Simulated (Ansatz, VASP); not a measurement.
One calculation of Ta4O, two programs

Contents of INCAR:

```
SYSTEM = Ta4O
PREC     = Accurate       ! precision mode
ENCUT    = 520            ! plane-wave cutoff, eV
EDIFF    = 1E-7           ! SCF threshold, eV
ISMEAR   = 0              ! smearing method
SIGMA    = 0.1            ! smearing width, eV
LREAL    = .False.        ! projectors in reciprocal space
LASPH    = .True.         ! aspherical terms in the spheres
NELM     = 150            ! most SCF steps
ALGO     = Normal         ! electronic algorithm
ISIF     = 2              ! what is computed and relaxed
LWAVE    = .False.        ! write WAVECAR
LCHARG   = .False.        ! write CHGCAR
ISPIN    = 2              ! spin polarisation
MAGMOM   = 1 1 1 1 0      ! initial moments
LORBIT   = 11             ! projections on sites
LMAXMIX  = 4              ! l up to which the mixer works
GGA      = PE             ! functional
NBANDS   = 37             ! bands
```

Contents of KPOINTS:

```
Automatic mesh
0
Gamma
  4 4 4
  0 0 0
```

The input POSCAR:

```
Ta4O
1.0
    4.5368986500      0.0000000000      0.0000000000
    0.0000000000      4.5368986500      0.0000000000
    0.0000000000      0.0000000000      4.5368986500
Ta O
4 1
Direct
    0.2437810800      0.7562189200      0.7562189200
    0.7562189200      0.2437810800      0.7562189200
    0.7562189200      0.7562189200      0.2437810800
    0.2437810800      0.2437810800      0.2437810800
    0.0000000000      0.0000000000      0.0000000000
```

Input for Ansatz:

```yaml
crystal:
  lattice:
    - [4.53689865, 0.0, 0.0]
    - [0.0, 4.53689865, 0.0]
    - [0.0, 0.0, 4.53689865]
  atoms:
    - { symbol: Ta, position: [0.24378108, 0.75621892, 0.75621892], spin: 1.0 }
    - { symbol: Ta, position: [0.75621892, 0.24378108, 0.75621892], spin: 1.0 }
    - { symbol: Ta, position: [0.75621892, 0.75621892, 0.24378108], spin: 1.0 }
    - { symbol: Ta, position: [0.24378108, 0.24378108, 0.24378108], spin: 1.0 }
    - { symbol: O, position: [0.0, 0.0, 0.0] }
basis:
  ecutwfc: 420
kpoints:
  mp_grid: { grid: [4, 4, 4] }
hamiltonian:
  xc: pbe
scf:
  occupations: { method: gaussian, width: 0.1 }
  lower_state_search: "off"
output:
  forces: true
  stress: true
  eigenvalues: true
  populations: true
magnetization:
  spin_polarized: true
```

Change from the starting cell: species swapped into the SnI4 type (P-43m, No. 215).

Alike in both runs: task single point; functional PBE; k mesh 4 × 4 × 4; occupations gaussian, width 0.1 eV; collinear spin.

|  | VASP | Ansatz |
| --- | --- | --- |
| version | VASP 6.6.1 | Ansatz 0.2.0 |
| potentials or method | VASP PAW PBE potentials, release 64 (Ta_pv, O) | scalar-relativistic, plane waves, PAW |
| plane-wave cutoff (eV) | 520 | 420 |
| valence electrons in the cell | 50 | 58 |

```tsv
	VASP	Ansatz	Ansatz less VASP
gap on the k mesh at the Fermi level (eV)	none	none	-
pressure (GPa)	-6.3	-6.6	-0.34
rms of the force components (eV/Å)	2.035	1.995	-0.0393
net moment per atom (μB)	0.00	0.00	0.000
```

Atom by atom the forces differ by 0.039 eV/Å (rms over components). A gap of «none» marks a metal or a gap that the smearing closes. The two sets of potentials don't hold the same shells in valence. Ansatz warned: «seeded_moment_not_kept».

Caveats: forces of over 1 eV/Å show positions far from the minimum, so gaps and moduli don't describe the material at rest. Spin-orbit coupling is left out, which matters for the levels of Ta.
